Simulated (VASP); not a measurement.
The system is CdS.

```
CELL_PARAMETERS angstrom
4.15000 0.00000 0.00000
-2.07500 3.59401 0.00000
0.00000 0.00000 6.73700
ATOMIC_POSITIONS crystal
Cd 0.33333 0.66667 0.00000
Cd 0.66667 0.33333 0.50000
S 0.33333 0.66667 0.37500
S 0.66667 0.33333 0.87500
```

| Quantity | Value |
| --- | --- |
| Program | VASP 6.6.1 |
| Task | relaxation of cell and atoms |
| Functional | PBE |
| Potentials or basis | VASP PAW PBE potentials, release 64 (Cd, S_h) |
| Cutoff | 900 eV |
| k mesh | 9 × 9 × 6 |
| Occupations | gaussian, width 0.02 eV |
| Spin | no spin polarisation |

At the start: pressure 2.4 GPa; volume 25.12 Å³/atom.

Question: How do energy, volume and symmetry change on relaxing?

Answer: Over 11 steps the energy falls by 8.1 meV/atom and the volume is 26.19 Å³/atom (+4.3 %); space group P6_3mc (No. 186, to 0.05 Å).

The path:
```
step  energy change (eV)  largest force (eV/Å)  pressure (GPa)  volume (Å³)
   1              0.0000                0.0698            2.45       100.48
   2             -0.0293                0.0016           -0.68       106.17
   3             -0.0324                0.0144            0.00       104.77
   4             -0.0324                0.0137           -0.05       104.86
   5             -0.0324                0.0068            0.01       104.75
   6             -0.0324                0.0060            0.01       104.74
   7             -0.0324                0.0042            0.03       104.71
   8             -0.0324                0.0057            0.02       104.73
   9             -0.0324                0.0031            0.01       104.75
  10             -0.0325                0.0023           -0.01       104.79
  11             -0.0325                0.0010           -0.01       104.78
```

Final structure:
```
Cd S
1.0
     4.20478    0.00000    0.00000
    -2.10239    3.64145    0.00000
     0.00000    0.00000    6.84321
Cd S
2 2
Cartesian
  0.0000 2.4276 6.8381
  2.1024 1.2138 3.4165
  0.0000 2.4276 2.5713
  2.1024 1.2138 5.9929
```
